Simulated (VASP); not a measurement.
OSZICAR of a VASP run on MgS (rock salt):

**OSZICAR**
```
       N       E                     dE             d eps       ncg     rms          rms(c)
DAV:   1     0.144009056781E+02    0.14401E+02   -0.39728E+03   824   0.851E+02
DAV:   2    -0.161850735823E+02   -0.30586E+02   -0.30079E+02  1016   0.113E+02
DAV:   3    -0.170967467676E+02   -0.91167E+00   -0.91167E+00  1016   0.259E+01
DAV:   4    -0.170997522071E+02   -0.30054E-02   -0.30054E-02  1160   0.163E+00
DAV:   5    -0.170997584120E+02   -0.62048E-05   -0.62048E-05  1008   0.529E-02    0.466E+00
DAV:   6    -0.154802044177E+02    0.16196E+01   -0.11304E+00   808   0.803E+00    0.489E+00
DAV:   7    -0.153102771145E+02    0.16993E+00   -0.49084E-01   776   0.407E+00    0.195E+00
DAV:   8    -0.154497088630E+02   -0.13943E+00   -0.26932E-01   944   0.483E+00    0.165E+00
DAV:   9    -0.154472250806E+02    0.24838E-02   -0.60771E-02   808   0.270E+00    0.162E-01
DAV:  10    -0.154968551704E+02   -0.49630E-01   -0.13486E-02   776   0.120E+00    0.115E-01
DAV:  11    -0.154988449374E+02   -0.19898E-02   -0.11404E-04  1216   0.127E-01    0.123E-01
DAV:  12    -0.155110723924E+02   -0.12227E-01   -0.58436E-03   792   0.817E-01    0.255E-01
DAV:  13    -0.155106303611E+02    0.44203E-03   -0.17046E-03   792   0.549E-01    0.162E-01
DAV:  14    -0.155107553097E+02   -0.12495E-03   -0.78712E-04   904   0.212E-01    0.253E-01
DAV:  15    -0.155107574600E+02   -0.21502E-05   -0.19174E-05   848   0.469E-02    0.252E-01
DAV:  16    -0.155108243384E+02   -0.66878E-04   -0.53024E-05   768   0.943E-02    0.103E-01
DAV:  17    -0.155108795840E+02   -0.55246E-04   -0.72895E-06   808   0.390E-02    0.223E-02
DAV:  18    -0.155108947047E+02   -0.15121E-04   -0.66807E-06   776   0.350E-02    0.353E-02
DAV:  19    -0.155108996182E+02   -0.49135E-05   -0.44674E-07   840   0.986E-03    0.349E-02
DAV:  20    -0.155108959546E+02    0.36636E-05   -0.23261E-06   768   0.189E-02    0.214E-02
DAV:  21    -0.155108996718E+02   -0.37172E-05   -0.18938E-07   808   0.602E-03    0.119E-02
DAV:  22    -0.155108990960E+02    0.57581E-06   -0.25227E-08   408   0.199E-03    0.920E-03
DAV:  23    -0.155108993665E+02   -0.27043E-06   -0.18307E-07   800   0.474E-03    0.199E-03
DAV:  24    -0.155108987699E+02    0.59660E-06   -0.23839E-08   400   0.182E-03    0.333E-04
DAV:  25    -0.155108991320E+02   -0.36214E-06   -0.41478E-09   400   0.791E-04    0.545E-04
DAV:  26    -0.155108989605E+02    0.17149E-06   -0.96347E-10   400   0.363E-04    0.559E-04
DAV:  27    -0.155108991075E+02   -0.14698E-06   -0.80948E-10   400   0.399E-04    0.326E-04
DAV:  28    -0.155108990475E+02    0.59981E-07   -0.54314E-11   400   0.820E-05
   1 F= -.15510899E+02 E0= -.15510899E+02  d E =0.000000E+00
       N       E                     dE             ncg
       N       E                     dE             ncg
```

**Question.** Which electronic solver shows in the log?

**Answer.** It is blocked Davidson (ALGO = Normal, or the opening steps of other solvers). The INCAR had ALGO = Normal.

**Question.** Can the final energy be trusted as converged?

**Answer.** The calculation finished and met its thresholds. It stopped with EDIFF = 1E-7, NELM = 100 (r2SCAN meta-GGA, plane waves, VASP's PBE PAW potentials (set 64)).

The compound is MgS in the rock salt structure. It was relaxed first.
